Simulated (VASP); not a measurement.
# CaH12Cl2O6 in VASP: notebook

The runs below take CaH12Cl2O6 through single point, molecular dynamics, with LDA.

Program: VASP 6.6.1. These are calculated values, not measurements. Logs are shortened: lines on timing, memory, paths and dates and some standing lists are left out, and cuts for length are marked.

## Step 1: Starting point

The cell holds a amorphous, 21 atoms: a = 6.838 Å, b = 6.838 Å, c = 6.838 Å, α = 90.00°, β = 90.00°, γ = 90.00°.

The cell was built by a generator and needn't be a form met in nature.

## Step 2: Single point, LDA

INCAR reads:

```
SYSTEM = CaH12Cl2O6
PREC = Accurate
ENCUT = 520
EDIFF = 1E-7
ISMEAR = -1
SIGMA = 0.02
LREAL = Auto
LASPH = .True.
NELM = 100
ALGO = Normal
ISIF = 2
LWAVE = .False.
LCHARG = .False.
NBANDS = 52
```

KPOINTS reads:

```
regular mesh
0
Gamma
  1 1 1
  0 0 0
```

POSCAR reads:

```
CaH12Cl2O6
1.0
    6.8384790000      0.0000000000      0.0000000000
    0.0000000000      6.8384790000      0.0000000000
    0.0000000000      0.0000000000      6.8384790000
O H Ca Cl
6 12 1 2
Direct
    0.0111282056      0.9234070910      0.6516215082
    0.4507288828      0.7421533356      0.8465478946
    0.1475474298      0.2898305310      1.0406992549
    0.6968947335      0.3740890335      0.9367872593
    0.4059235979      0.5028311120      0.3217089648
    0.9227636730      0.7828202733     -0.0141698176
    0.1370918884      0.9944462796      0.6299500225
    0.0146816273      0.8285321926      0.5450481021
    0.4703823760      0.8643588728      0.7657696982
    0.3670406826      0.6571929226      0.7661060303
    0.0709075805      0.1921626139      1.1090477868
    0.2145360101      0.2216574768      0.9403260579
    0.6109691936      0.3092646771      0.8403769318
    0.8286784240      0.3344018458      0.9221933708
    0.2894210833      0.4313970987      0.2726191014
    0.4675308647      0.4107346093      0.4316310688
    0.9659165437      0.8062611584     -0.1513640679
    1.0152550004      0.7190195364      0.0661989311
    0.6507294970      0.6468689894      0.1121740668
    0.9144869788      0.5737533156      0.3800406494
    0.4389718825      0.1540985941      0.6719184193
```

Potentials or basis: VASP PAW LDA potentials, release 64 (O, H, Ca_sv, Cl).

Started as:

```
$ cat potpaw_LDA.64/O/POTCAR potpaw_LDA.64/H/POTCAR potpaw_LDA.64/Ca_sv/POTCAR potpaw_LDA.64/Cl/POTCAR > POTCAR
$ mpirun -np 1 vasp_gam > vasp.out
```

OUTCAR:

```text
SYSTEM = CaH12Cl2O6
   PREC = Accurate
   ENCUT = 520
   EDIFF = 1E-7
   ISMEAR = -1
   LREAL = Auto
   LASPH = .True.
   NELM = 100
   ISIF = 2

 ion  position               nearest neighbor table
   1  0.011  0.923  0.652-   8 0.98   7 1.00
   2  0.451  0.742  0.847-  10 0.98   9 1.01  19 2.37
   3  0.148  0.290  0.041-  12 0.95  11 0.97
   4  0.697  0.374  0.937-  14 0.95  13 0.99  19 2.24
   5  0.406  0.503  0.322-  15 0.99  16 1.07  19 2.41
   6  0.923  0.783  0.986-  18 0.94  17 1.00  19 2.25
   7  0.137  0.994  0.630-   1 1.00
   8  0.015  0.829  0.545-   1 0.98
   9  0.470  0.864  0.766-   2 1.01
  10  0.367  0.657  0.766-   2 0.98
  11  0.071  0.192  0.109-   3 0.97
  12  0.215  0.222  0.940-   3 0.95
  13  0.611  0.309  0.840-   4 0.99
  14  0.829  0.334  0.922-   4 0.95
  15  0.289  0.431  0.273-   5 0.99
  16  0.468  0.411  0.432-   5 1.07
  17  0.966  0.806  0.849-   6 1.00
  18  0.015  0.719  0.066-   6 0.94
  19  0.651  0.647  0.112-   4 2.24   6 2.25   2 2.37   5 2.41  20 2.62
  20  0.914  0.574  0.380-  19 2.62
  21  0.439  0.154  0.672-

  LATTYP: Found a simple cubic cell.
 ALAT       =     6.8384790000

  Lattice vectors:

 A1 = (   6.8384790000,   0.0000000000,   0.0000000000)
 A2 = (   0.0000000000,   6.8384790000,   0.0000000000)
 A3 = (   0.0000000000,   0.0000000000,   6.8384790000)

Analysis of symmetry for initial positions (statically):
=====================================================================
 Subroutine PRICEL returns:
 Original cell was already a primitive cell.

 Routine SETGRP: Setting up the symmetry group for a
 simple cubic supercell.

 Subroutine GETGRP returns: Found  1 space group operations
 (whereof  1 operations were pure point group operations)
 out of a pool of 48 trial point group operations.

The static configuration has the point symmetry C_1 .

Analysis of symmetry for dynamics (positions and initial velocities):
=====================================================================
 Subroutine PRICEL returns:
 Original cell was already a primitive cell.

 Routine SETGRP: Setting up the symmetry group for a
 simple cubic supercell.

 Subroutine GETGRP returns: Found  1 space group operations
 (whereof  1 operations were pure point group operations)
 out of a pool of 48 trial point group operations.

The dynamic configuration has the point symmetry C_1 .

 Subroutine INISYM returns: Found  1 space group operations
 (whereof  1 operations are pure point group operations),
[... 115 lines left out ...]
   NFREE  =      0    steps in history (QN), initial steepest desc. (CG)
   ISIF   =      2    stress and relaxation
   ISYM   =      2    0-nonsym 1-usesym 2-fastsym
   POTIM  = 0.5000    time-step for ionic-motion
   TEBEG  =    0.0;   TEEND  =   0.0 temperature during run
   PSTRESS=    0.0 pullay stress
   NELECT =      72.0000    total number of electrons
   NUPDOWN=      -1.0000    fix difference up-down
   EMIN   =  10.00;   EMAX   =-10.00  energy-range for DOS
   EFERMI =   0.00;   METHOD = LEGACY
   ISMEAR =    -1;   SIGMA  =   0.02  broadening in eV -4-tet -1-fermi 0-gaus
   EFERMI_NEDOS =   21; number of points for ismear=-14 and -15
   IALGO  =     38    algorithm
   IMIX   =      4    mixing-type and parameters
     AMIX     =   0.40;   BMIX     =  1.00
     AMIX_MAG =   1.60;   BMIX_MAG =  1.00
  volume/ion in A,a.u.               =      15.23       102.77
  Fermi-wavevector in a.u.,A,eV,Ry     =   0.995924  1.882023 13.495134  0.991864
  Thomas-Fermi vector in A             =   2.127977
   LORBIT       =      0    0 simple, 1 ext, 2 COOP (PROOUT), +10 PAW based schemes
   GGA     = CA    functional components
   LHFCALC =     F    Hartree Fock is set to
   AEXX    =    0.0000 exact exchange contribution
   IVDW    =     0    specifies the selected vdW correction
   LEPSILON=     F    determine dielectric tensor
   LRPA    =     F    only Hartree local field effects (RPA)
 non-spin polarized calculation
  energy-cutoff  :      520.00
  volume of cell :      319.80
 maximum number of plane-waves:      4301
 NGX is ok and might be reduce to    50
   NGX = 25   NGY = 25   NGZ = 25

 number of electron      71.9999991 magnetization

 Free energy of the ion-electron system (eV)
  ---------------------------------------------------
  ext. energy  EPLUGINS =         0.00000000
  ---------------------------------------------------
  free energy    TOTEN  =      -106.16752718 eV

  energy without entropy =     -106.16752718  energy(sigma->0) =     -106.16752718

 E-fermi :  -2.7341     XC(G=0):  -6.8837

 val. band max:       -3.2380020663   @ k =   0.0000   0.0000   0.0000
 cond. band min:       0.7311657551   @ k =   0.0000   0.0000   0.0000
 fundamental gap:      3.9691678214
 Fermi energy:        -2.7341110220

 k-point     1 :       0.0000    0.0000    0.0000
  band No.  band energies     occupation
      1     -40.7734      2.00000
      2     -22.7570      2.00000
      3     -22.7235      2.00000
      4     -22.5680      2.00000
      5     -22.2983      2.00000
      6     -21.9072      2.00000
[... 40 lines left out ...]
     47       5.2885      0.00000
     48       5.4103      0.00000
 [bands above 48 left out]

------------------------ aborting loop because EDIFF is reached ----------------------------------------

  FORCE on cell =-STRESS in cart. coord.  units (eV):
  Direction    XX          YY          ZZ          XY          YZ          ZX
  --------------------------------------------------------------------------------------
  -------------------------------------------------------------------------------------
  Total       -0.3203329     -2.0812560     -2.1113588     -1.4365295      2.5188532     -1.0285075
  in kB       -1.6048465    -10.4269558    -10.5777688     -7.1969182     12.6192889     -5.1527549
  external PRESSURE =      -7.5365237 kB  Pullay stress =       0.0000000 kB

 VOLUME and BASIS-vectors are now :
 -----------------------------------------------------------------------------
  energy-cutoff  :      520.00
  volume of cell :      319.80
      direct lattice vectors                 reciprocal lattice vectors
     6.838479000  0.000000000  0.000000000     0.146231348  0.000000000  0.000000000
     0.000000000  6.838479000  0.000000000     0.000000000  0.146231348  0.000000000
     0.000000000  0.000000000  6.838479000     0.000000000  0.000000000  0.146231348

 POSITION                                       TOTAL-FORCE (eV/Angst)
 -----------------------------------------------------------------------------------
      0.07610      6.31470      4.45610         0.983911      0.446201      0.075485
      3.08230      5.07520      5.78910        -0.025691      0.105260     -0.241430
      1.00900      1.98200      0.27832        -0.987255      1.214751      1.315298
      4.76570      2.55820      6.40620        -1.179848      1.081561      0.944069
      2.77590      3.43860      2.20000         1.280847     -1.516814      1.534229
      6.31030      5.35330      6.74158        -1.764244      0.696960     -0.270127
[... 13 lines left out ...]
      6.25370      3.92360      2.59890         0.029091      0.214791     -0.078187
      3.00190      1.05380      4.59490        -0.355158      0.030684     -0.170170
 -----------------------------------------------------------------------------------
    total drift:                                0.003339     -0.007688     -0.003461

  FREE ENERGIE OF THE ION-ELECTRON SYSTEM (eV)
  ---------------------------------------------------
  free  energy   TOTEN  =      -106.1675271777 eV

  energy  without entropy=     -106.1675271777  energy(sigma->0) =     -106.16752718
```

OSZICAR:

```text
N       E                     dE             d eps       ncg     rms          rms(c)
DAV:   1     0.681982725394E+03    0.68198E+03   -0.38162E+04   104   0.126E+03
DAV:   2    -0.361016850538E+02   -0.71808E+03   -0.68912E+03   124   0.325E+02
DAV:   3    -0.115107947205E+03   -0.79006E+02   -0.78574E+02   132   0.112E+02
DAV:   4    -0.117581963771E+03   -0.24740E+01   -0.24673E+01   160   0.185E+01
DAV:   5    -0.117643391024E+03   -0.61427E-01   -0.61369E-01   160   0.237E+00    0.198E+01
DAV:   6    -0.106844956015E+03    0.10798E+02   -0.41172E+01   120   0.249E+01    0.777E+00
DAV:   7    -0.106425353616E+03    0.41960E+00   -0.17068E+00   128   0.550E+00    0.479E+00
DAV:   8    -0.106167887452E+03    0.25747E+00   -0.50625E-01   136   0.394E+00    0.847E-01
DAV:   9    -0.106158997927E+03    0.88895E-02   -0.75368E-02   136   0.140E+00    0.338E-01
DAV:  10    -0.106164036808E+03   -0.50389E-02   -0.13201E-02   128   0.454E-01    0.197E-01
DAV:  11    -0.106165662438E+03   -0.16256E-02   -0.15167E-03   152   0.208E-01    0.970E-02
DAV:  12    -0.106167291822E+03   -0.16294E-02   -0.93870E-04   112   0.136E-01    0.330E-02
DAV:  13    -0.106167454944E+03   -0.16312E-03   -0.16971E-04   144   0.521E-02    0.192E-02
DAV:  14    -0.106167509107E+03   -0.54163E-04   -0.22897E-05   120   0.208E-02    0.887E-03
DAV:  15    -0.106167524692E+03   -0.15585E-04   -0.77847E-06   136   0.133E-02    0.395E-03
DAV:  16    -0.106167526831E+03   -0.21385E-05   -0.16251E-06   120   0.576E-03    0.225E-03
DAV:  17    -0.106167527160E+03   -0.32892E-06   -0.64499E-07   128   0.441E-03    0.111E-03
DAV:  18    -0.106167527178E+03   -0.17815E-07   -0.11364E-07   104   0.218E-03
   1 F= -.10616753E+03 E0= -.10616753E+03  d E =-.120094E-10
```

stdout:

```text
POSCAR found type information on POSCAR O H CaCl
 POSCAR found :  4 types and      21 ions
 scaLAPACK will be used
 LDA part: xc-table for (Slater(with rela. corr.)+CA(PZ))
 , standard interpolation
 POSCAR, INCAR and KPOINTS ok, starting setup
 FFT: planning ... GRIDC
 FFT: planning ... GRID_SOFT
 FFT: planning ... GRID
 WAVECAR not read
 entering main loop
```

Run time: 29 s. Hardware: 1 thread of Intel Xeon Platinum 8559C (Emerald Rapids), shared host; peak memory 0.29 GiB.

What came out:

* Free energy: -106.1675 eV
* Pressure: -0.8 GPa
* Largest force: 2.521 eV/Å
* Band gap on the k mesh: 3.97 eV, direct

Forces in eV/Å, atoms in the order of the input:
```
O    0.984  0.446  0.075
O   -0.026  0.105 -0.241
O   -0.987  1.215  1.315
O   -1.180  1.082  0.944
O    1.281 -1.517  1.534
O   -1.764  0.697 -0.270
H   -0.298  0.131  0.535
H   -0.604 -0.882 -0.676
H   -0.131 -0.043  0.351
H    0.205  0.108  0.224
H   -0.237 -0.260  0.296
H    1.219 -0.895 -1.624
H   -0.247 -0.557 -0.513
H    1.756 -0.600 -0.367
H    0.168  0.104 -0.071
H   -1.229  1.298 -1.777
H    0.452  0.602 -0.597
H    1.476 -0.883  1.032
Ca  -0.511 -0.396  0.080
Cl   0.029  0.215 -0.078
Cl  -0.355  0.031 -0.170
```

Levels at points of the mesh, in eV from the valence-band top:
```
           k point  band 34  band 35  band 36  band 37  band 38  band 39
(0.00, 0.00, 0.00)    -0.35    -0.12     0.00     3.97     6.26     6.48
```

Expect the measured gap to be larger: semilocal functionals such as LDA lack the derivative discontinuity.

## Step 3: Single point, LDA

INCAR reads:

```
PREC = Accurate
ENCUT = 520
EDIFF = 1E-6
ISMEAR = -1
SIGMA = 0.02
LREAL = Auto
LASPH = T
NELM = 80
ALGO = Normal
ISIF = 2
LWAVE = F
LCHARG = F
NBANDS = 52
```

KPOINTS reads:

```
regular mesh
0
Gamma
  1 1 1
```

POSCAR reads:

```
CaH12Cl2O6
1.0
    6.8384790000      0.0000000000      0.0000000000
    0.0000000000      6.8384790000      0.0000000000
    0.0000000000      0.0000000000      6.8384790000
O H Ca Cl
6 12 1 2
Direct
    0.0529942404      0.8878143809      0.7025100172
    0.4118898369      0.7353535779      0.8812778397
    0.1122471825      0.3328664166      1.0088208211
    0.7808607733      0.3931283550      0.9321224793
    0.4328155428      0.4384893190      0.2896842997
    0.8824623136      0.8399382377      0.0441472439
    0.1568623666      0.9736521820      0.6520017097
    0.0512102179      0.7895176691      0.5921638423
    0.4317919233      0.8519438314      0.8066852293
    0.3060475875      0.6672828856      0.8192465020
    0.0395555795      0.2311625144      1.0778420172
    0.2278576859      0.2702940230      0.9257906619
    0.7043086628      0.2903423407      0.8451733200
    0.9282765948      0.3788269292      0.9161686393
    0.2905763109      0.4716838350      0.2784829785
    0.4577187413      0.3895018176      0.4287064419
    0.9530189389      0.8443836707     -0.0787309576
    0.9683439841      0.7884355571      0.1409377729
    0.6561546800      0.6068308464      0.1085182831
    0.9343013264      0.5977498798      0.3784905971
    0.4179876841      0.1854067257      0.7265796970
```

Potentials or basis: VASP PAW LDA potentials, release 64 (O, H, Ca_sv, Cl).

Started as:

```
$ cat potpaw_LDA.64/O/POTCAR potpaw_LDA.64/H/POTCAR potpaw_LDA.64/Ca_sv/POTCAR potpaw_LDA.64/Cl/POTCAR > POTCAR
$ mpirun -np 1 vasp_gam > vasp.out
```

It took 44 s on 1 thread of Intel Xeon Platinum 8559C (Emerald Rapids), shared host; peak memory 0.28 GiB.

Results (log left out):

```
Free energy            : -106.1983 eV
Pressure               : -0.3 GPa
Largest force          : 3.538 eV/Å
Band gap on the k mesh : 4.30 eV, direct
```

Forces in eV/Å, atoms in the order of the input:
```
O    0.521 -0.820 -1.028
O    0.911 -1.076  1.476
O    1.934 -0.380 -0.846
O   -1.914 -2.026 -2.180
O   -0.380  0.028  1.269
O   -1.621  0.811 -0.347
H    0.202  0.737  0.643
H   -0.889  0.005  0.416
H    0.191  1.559 -0.625
H   -0.789 -0.396 -0.263
H    0.325 -0.349  0.197
H   -1.119  0.377  0.687
H    0.831  1.568  1.204
H    0.294 -0.078  0.049
H    0.437 -0.439  0.118
H   -0.467  0.207 -1.129
H    0.709  0.412 -1.569
H    1.148 -0.639  1.530
Ca  -0.794  0.645  0.223
Cl   0.364 -0.143  0.342
Cl   0.105 -0.001 -0.169
```

Stress tensor (GPa, compression positive):
```
-0.24 -0.42 -0.10
-0.42  0.12 -0.67
-0.10 -0.67 -0.67
```

Levels at points of the mesh, in eV from the valence-band top:
| k point | band 32 | band 33 | band 34 | band 35 | band 36 | band 37 | band 38 | band 39 | band 40 | band 41 |
| --- | --- | --- | --- | --- | --- | --- | --- | --- | --- | --- |
| (0.00, 0.00, 0.00) | -0.42 | -0.30 | -0.24 | -0.14 | 0.00 | 4.30 | 6.70 | 6.83 | 7.07 | 7.21 |

## Step 4: Molecular dynamics, LDA

INCAR reads:

```
PREC = Accurate
ENCUT = 520
EDIFF = 1E-5
ISMEAR = -1
SIGMA = 0.02
LREAL = Auto
LASPH = True
NELM = 80
ALGO = Normal
ISIF = 2
LWAVE = False
LCHARG = False
GGA = CA
NBANDS = 52
IBRION = 0
NSW = 40
POTIM = 0.5
TEBEG = 350.0
TEEND = 350.0
ISYM = 0
NELMIN = 4
RANDOM_SEED = 48536 0 0
MDALGO = 3
LANGEVIN_GAMMA = 5 5 5 5
```

KPOINTS is that of step 3.

POSCAR reads:

```
CaH12Cl2O6
1.0
    6.8384790000      0.0000000000      0.0000000000
    0.0000000000      6.8384790000      0.0000000000
    0.0000000000      0.0000000000      6.8384790000
O H Ca Cl
6 12 1 2
Direct
   -0.0080630800      0.9162781400      0.6543990900
    0.5116578300      0.8001210400      0.8339562600
    0.1659457400      0.2529010300      1.0165581400
    0.6272841800      0.4130014700      0.8923694500
    0.3760885400      0.5077528500      0.3163844200
    0.9033015100      0.7732534900     -0.0096792400
    0.1106199300      0.9873932300      0.6144573100
   -0.0079456500      0.8117885600      0.5508572800
    0.4648378200      0.9280939200      0.7863483100
    0.5151657100      0.7135370200      0.7203966300
    0.1220470000      0.1274102100      1.0564564700
    0.2321163300      0.2028240600      0.8922458500
    0.5173521200      0.3140519100      0.8389361600
    0.7466254200      0.3697459500      0.8248469400
    0.2399958900      0.4976417200      0.2993699000
    0.4012789000      0.3767246100      0.3738662600
    0.9564270800      0.8352855500     -0.1310710500
    1.0082224700      0.6882492200      0.0540614200
    0.6047031000      0.6425188900      0.1165817300
    0.9264374300      0.5476387600      0.3223778500
    0.3900254700      0.1826502100      0.6265662700
```

Started as:

```
$ cat potpaw_LDA.64/O/POTCAR potpaw_LDA.64/H/POTCAR potpaw_LDA.64/Ca_sv/POTCAR potpaw_LDA.64/Cl/POTCAR > POTCAR
$ mpirun -np 1 vasp_gam > vasp.out
```

It took 5 min on 1 thread of Intel Xeon Platinum 8559C (Emerald Rapids), shared host; peak memory 0.33 GiB.

Step by step:
| step | potential energy change (eV) | largest force (eV/Å) | pressure (GPa) | volume (Å³) | temperature (K) |
| --- | --- | --- | --- | --- | --- |
| 1 | 0.0000 | 2.9700 | -0.64 | 319.80 | 361 |
| 2 | 0.0181 | 3.0637 | -0.69 | 319.80 | 359 |
| 3 | 0.0079 | 2.9192 | -0.81 | 319.80 | 365 |
| 4 | -0.0368 | 2.6666 | -1.00 | 319.80 | 381 |
| 5 | -0.0952 | 2.5427 | -1.19 | 319.80 | 402 |
| 6 | -0.1616 | 2.3353 | -1.38 | 319.80 | 432 |
| 7 | -0.2111 | 2.1165 | -1.55 | 319.80 | 444 |
| 8 | -0.2361 | 1.8991 | -1.66 | 319.80 | 444 |
| 9 | -0.2309 | 1.7328 | -1.72 | 319.80 | 445 |
| 10 | -0.1991 | 2.0225 | -1.71 | 319.80 | 434 |
| 11 | -0.1522 | 2.4674 | -1.66 | 319.80 | 418 |
| 12 | -0.1042 | 2.6397 | -1.54 | 319.80 | 402 |
| 13 | -0.0708 | 2.6031 | -1.43 | 319.80 | 392 |
| 14 | -0.0594 | 2.8489 | -1.30 | 319.80 | 388 |
| 15 | -0.0633 | 2.9248 | -1.20 | 319.80 | 386 |
| 16 | -0.0786 | 3.1253 | -1.11 | 319.80 | 394 |
| 17 | -0.0865 | 3.0090 | -1.00 | 319.80 | 401 |
| 18 | -0.0713 | 2.6556 | -0.91 | 319.80 | 402 |
| 19 | -0.0303 | 3.1900 | -0.82 | 319.80 | 389 |
| 20 | 0.0313 | 3.6303 | -0.75 | 319.80 | 367 |
| 21 | 0.0951 | 3.6013 | -0.74 | 319.80 | 344 |
| 22 | 0.1343 | 3.7396 | -0.78 | 319.80 | 328 |
| 23 | 0.1461 | 3.6851 | -0.89 | 319.80 | 325 |
| 24 | 0.1280 | 3.2325 | -1.06 | 319.80 | 333 |
| 25 | 0.0844 | 2.5231 | -1.28 | 319.80 | 348 |
| 26 | 0.0375 | 1.8689 | -1.54 | 319.80 | 362 |
| 27 | 0.0074 | 1.9275 | -1.74 | 319.80 | 379 |
| 28 | -0.0074 | 2.1155 | -1.89 | 319.80 | 390 |
| 29 | -0.0073 | 2.2046 | -1.97 | 319.80 | 387 |
| 30 | 0.0010 | 2.0902 | -1.99 | 319.80 | 384 |
| 31 | 0.0152 | 2.2346 | -1.93 | 319.80 | 382 |
| 32 | 0.0376 | 2.3941 | -1.84 | 319.80 | 380 |
| 33 | 0.0651 | 2.4082 | -1.69 | 319.80 | 372 |
| 34 | 0.0863 | 2.4742 | -1.53 | 319.80 | 363 |
| 35 | 0.0980 | 2.4600 | -1.36 | 319.80 | 364 |
| 36 | 0.0939 | 2.4189 | -1.23 | 319.80 | 368 |
| 37 | 0.0835 | 2.2166 | -1.10 | 319.80 | 370 |
| 38 | 0.0796 | 2.3339 | -1.00 | 319.80 | 372 |
| 39 | 0.0934 | 2.2104 | -0.91 | 319.80 | 365 |
| 40 | 0.1299 | 2.3447 | -0.86 | 319.80 | 353 |
